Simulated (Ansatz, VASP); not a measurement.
# Zn10In18O37 (partly crystallised 47In2O3-53ZnO (mol %)): VASP beside Ansatz

Wanted: the spread between two codes on one cell, functional and k mesh. The cell is taken from a series of runs on this material, whose earlier steps may have relaxed, scaled, displaced or heated it; both programs get it as it stands.

Main program and level: Ansatz 0.2.0; plane waves, with VASP 6.6.1 beside it; single point at PBE.

### 1. The structure

The cell holds 65 atoms: 18 In, 10 Zn and 37 O. Cell: a = 9.441 Å, b = 9.441 Å, c = 9.441 Å, α = 90.0°, β = 90.0°, γ = 90.0°. As first built, before any earlier steps moved the atoms (in the runner's words): 65 atoms (18 Sc, 10 Zn, 37 O) placed at random at 4.13 g/cm^3, melted at 5000 K for 10 ps at fixed volume with the Morse and Coulomb pair potential with partial charges (Pedone, Malavasi, Menziani, Cormack and Segre, J. Phys. Chem. B 110, 11780 (2006)). Quenched from 5000 K to 300 K at 1000 K/ps and fixed volume, held 10 ps at zero pressure, then minimised at fixed cell. Then Sc was replaced by In and the cell scaled by 1.027 (the potential has no terms for the new elements, so the cell is a start for a DFT relaxation).

### 2. VASP: single point, PBE

A single point gives forces, pressure and levels at one fixed geometry, so differences don't come from the geometry; what else differs is listed under the comparison.

Lines of VASP's logs that name or quote its potential files are left out, and so is its time.

Input file INCAR:

```
SYSTEM = Zn10In18O37
PREC = Accurate
ENCUT = 600
EDIFF = 1E-06
NELM = 120
ISMEAR = -1
SIGMA = 0.05
LREAL = Auto
ALGO = Normal
GGA = PE
NBANDS = 336
LORBIT = 11
LWAVE = .FALSE.
LCHARG = .FALSE.
ISIF = 2
LASPH = .TRUE.
GGA_COMPAT = .FALSE.
EFERMI = MIDGAP
NCORE = 2
```

Input file POSCAR:

```
Zn10In18O37
1.0
    9.4406000000      0.0000000000      0.0000000000
    0.0000000000      9.4406000000      0.0000000000
    0.0000000000      0.0000000000      9.4406000000
In Zn O
18 10 37
Direct
    0.0595400000      0.6740200000      0.8136900000
    0.2546100000      0.1720900000      0.3209300000
    0.3546900000      0.7878400000      0.7728000000
    0.7359800000      0.8287800000      0.6656200000
    0.7567000000      0.1666300000      0.6621900000
    0.3515800000      0.0860200000      0.9396500000
    0.0264600000      0.6775700000      0.1615800000
    0.0233100000      0.3222400000      0.8404200000
    0.7898000000      0.4928500000      0.3488600000
    0.7502400000      0.1589200000      0.9948200000
    0.7506800000      0.8314000000      0.3149000000
    0.0917200000      0.8695300000      0.5061600000
    0.1468300000      0.5068200000      0.5174000000
    0.8079400000      0.1579400000      0.3306800000
    0.4125600000      0.4284800000      0.8638200000
    0.3967500000      0.5571300000      0.2173400000
    0.4712000000      0.3491800000      0.5054100000
    0.7549900000      0.5058800000      0.0043000000
    0.7535800000      0.5007700000      0.6845000000
    0.0433900000      0.0003700000      0.1366200000
    0.6777600000      0.8449200000      0.9678100000
    0.0667400000      0.3589700000      0.1743700000
    0.4788100000      0.0118500000      0.5007500000
    0.5150200000      0.6711200000      0.4816400000
    0.3816200000      0.8638000000      0.1597100000
    0.2059600000      0.1443400000      0.6525600000
    0.5293800000      0.3082600000      0.1777200000
    0.0043700000      0.9862700000      0.8333000000
    0.1934100000      0.7107300000      0.6195200000
    0.4655800000      0.8774400000      0.9565500000
    0.2843600000      0.3586200000      0.1876200000
    0.2725400000      0.6030400000      0.8664200000
    0.5303100000      0.1720500000      0.6393900000
    0.2432800000      0.7066100000      0.1780400000
    0.9829400000      0.8468500000      0.3147900000
    0.3454500000      0.5560300000      0.4353500000
    0.2575700000      0.0085200000      0.4778100000
    0.5153100000      0.8310000000      0.6267700000
    0.5321600000      0.4805000000      0.6792100000
    0.4845500000      0.1750700000      0.3439400000
    0.5288100000      0.7961200000      0.2996900000
    0.7433700000      0.6703000000      0.8415300000
    0.9556500000      0.8370700000      0.6798200000
    0.9798900000      0.1484500000      0.9839300000
    0.9880500000      0.1552100000      0.6852200000
    0.7548800000      0.0043100000      0.1637400000
    0.5714300000      0.4611700000      0.3312500000
    0.7697000000      0.3200500000      0.1665200000
    0.7806900000      0.3342400000      0.8406400000
    0.7457600000      0.0010500000      0.8266600000
    0.2278900000      0.9739200000      0.7917400000
    0.0273300000      0.1742100000      0.2890800000
    0.2508200000      0.2735300000      0.8409500000
    0.2460900000      0.3028600000      0.5157300000
    0.9936800000      0.4911200000      0.0071100000
    0.5293300000      0.2039000000      0.9925800000
    0.2593200000      0.0372700000      0.1374600000
    0.0133400000      0.8212800000      0.9852200000
    0.0147200000      0.5109900000      0.3307000000
    0.7506900000      0.9967300000      0.4849900000
    0.7944500000      0.6516700000      0.1763100000
    0.9985800000      0.4930400000      0.6910300000
    0.5303200000      0.5029500000      0.0383300000
    0.7778200000      0.3165300000      0.4923400000
    0.7448900000      0.6665100000      0.4961900000
```

Input file KPOINTS:

```
Automatic mesh
0
Gamma
1 1 1
0 0 0
```

Potentials, in the order of the species: In_d, Zn and O (PBE family, release 64).

Started as:

```bash
mpirun -np 8 vasp_gam
```

Numbers of over 12 decimals in the logs are rounded to 6 here.

What it wrote:

```text
[banner, memory and clock lines left out]
running    8 mpi-ranks, on    1 nodes
[...]
LDA part: xc-table for (Slater+PW92), standard interpolation
 POSCAR, INCAR and KPOINTS ok, starting setup
[...]
entering main loop
       N       E                     dE             d eps       ncg     rms          rms(c)
DAV:   1     0.144508070293E+05    0.14451E+05   -0.27058E+05   680   0.309E+03
DAV:   2     0.414675147651E+04   -0.10304E+05   -0.98906E+04   672   0.961E+02
DAV:   3     0.485533829472E+03   -0.36612E+04   -0.34077E+04   688   0.404E+02
DAV:   4    -0.319948997109E+03   -0.80548E+03   -0.76871E+03   784   0.190E+02
[...]
DAV:  18    -0.326549025248E+03   -0.16241E-04   -0.21219E-04  1000   0.508E-02    0.494E-02
DAV:  19    -0.326549025800E+03   -0.55245E-06   -0.27865E-05   856   0.324E-02    0.177E-02
DAV:  20    -0.326549025116E+03    0.68432E-06   -0.47756E-06   576   0.183E-02
   1 F= -.32654903E+03 E0= -.32651109E+03  d E =-.758705E-01
```

OUTCAR, selected parts (step 2):

```text
  Total       -3.2708838     17.9362765     13.8638128     -2.2766774      1.8074090     -3.7208100
  in kB       -6.2284058     34.1541972     26.3994255     -4.3352415      3.4416620     -7.0851539
  external PRESSURE =      18.1084056 kB  Pullay stress =       0.0000000 kB

 POSITION                                       TOTAL-FORCE (eV/Angst)
 -----------------------------------------------------------------------------------
      0.56209      6.36315      7.68172        -0.460169     -0.360467      0.424128
      2.40367      1.62463      3.02977         0.165887      0.261846     -0.162409
      3.34849      7.43768      7.29570         0.474178     -0.364765      0.250498
      6.94809      7.82418      6.28385         0.218163     -0.036010     -0.084399
      7.14370      1.57309      6.25147        -0.323430      0.244378     -0.322592
      3.31913      0.81208      8.87086         0.300798      0.471484      0.188897
      0.24980      6.39667      1.52541         0.535023     -0.099699     -0.004979
      0.22006      3.04214      7.93407         0.070180     -0.017061      0.211355
      7.45619      4.65280      3.29345         0.112262     -0.220238      0.104337
      7.08272      1.50030      9.39170         0.014017     -0.133480      0.251928
      7.08687      7.84891      2.97284        -0.381832      0.239689     -0.129046
      0.86589      8.20888      4.77845        -0.110169     -0.055258     -0.394722
      1.38616      4.78468      4.88457         0.086021     -0.206657     -0.208255
      7.62744      1.49105      3.12182         0.069791      0.061582      0.110536
[...]
-----------------------------------------------------------------------------------
    total drift:                               -0.023932     -0.015978      0.066933

  FREE ENERGIE OF THE ION-ELECTRON SYSTEM (eV)
  ---------------------------------------------------
  free  energy   TOTEN  =      -326.5490251156 eV

  energy  without entropy=     -326.4731545850  energy(sigma->0) =     -326.51108985

[... 2 further parts left out ...]
```

The run ends at a pressure of 1.81 GPa, with forces up to 1.1 eV/Å.

[end of part 1 of 2]

[Lines on the potential files, build, host, timing and source positions are cut from VASP's logs without a mark.]

[Logs are printed without paths, hosts, clocks, repeated set-up lines and the standing remarks that a program may print on its own settings, such as how far it seeks lower states.]

[Hosts, paths, dates, database ids (printed as entryN), source tags and the programs' standing remarks are cut or masked in the printed files.]
